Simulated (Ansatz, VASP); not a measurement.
# NaMgF3: VASP beside Ansatz

Contents of INCAR:

```
PREC = Accurate
ENCUT = 520
EDIFF = 1E-6
ISMEAR = 0
SIGMA = 0.1
LREAL = F
LASPH = T
NELM = 80
ALGO = Normal
ISIF = 2
LWAVE = F
LCHARG = F
GGA = CA
NBANDS = 23
```

Contents of KPOINTS:

```
Automatic mesh
0
Gamma
  4 4 4
```

POSCAR

```
NaMgF3
1.0
    3.9508390000      0.0000000000      0.0000000000
    0.0000000000      3.9508390000      0.0000000000
    0.0000000000      0.0000000000      3.9508390000
Na Mg F
1 1 3
Direct
    0.0000000000      0.0000000000      0.0000000000
    0.5000000000      0.5000000000      0.5000000000
    0.5000000000      0.5000000000      0.0000000000
    0.5000000000      0.0000000000      0.5000000000
    0.0000000000      0.5000000000      0.5000000000
```

Input for Ansatz:

```yaml
crystal:
  lattice:
    - [3.950839, 0.0, 0.0]
    - [0.0, 3.950839, 0.0]
    - [0.0, 0.0, 3.950839]
  atoms:
    - { symbol: Na, position: [0.0, 0.0, 0.0] }
    - { symbol: Mg, position: [0.5, 0.5, 0.5] }
    - { symbol: F, position: [0.5, 0.5, 0.0] }
    - { symbol: F, position: [0.5, 0.0, 0.5] }
    - { symbol: F, position: [0.0, 0.5, 0.5] }
basis:
  ecutwfc: 420
kpoints:
  mp_grid: { grid: [4, 4, 4] }
hamiltonian:
  xc: lda
scf:
  occupations: { method: gaussian, width: 0.1 }
output:
  forces: true
  stress: true
  eigenvalues: true
```

The cell comes from a database or a generator and needn't be the stable form of this composition.

Alike in both runs: task single point; functional LDA; k mesh 4 × 4 × 4; occupations gaussian, width 0.1 eV; no spin polarisation.

|  | VASP | Ansatz |
| --- | --- | --- |
| version | VASP 6.6.1 | Ansatz 0.2.0 |
| potentials or method | VASP PAW LDA potentials, release 64 (Na_pv, Mg, F) | scalar-relativistic, plane waves, PAW |
| plane-wave cutoff (eV) | 520 | 420 |
| valence electrons in the cell | 30 | 40 |

```tsv
	VASP	Ansatz	Ansatz less VASP
gap on the k mesh at the Fermi level (eV)	5.61	5.63	+0.025
least direct gap on the mesh (eV)	6.06	6.08	+0.023
pressure (GPa)	-7.4	-6.5	+0.91
```

The two sets of potentials don't hold the same shells in valence.

A k mesh can miss the band edges. As with any semilocal functional, this LDA gap is likely too small.
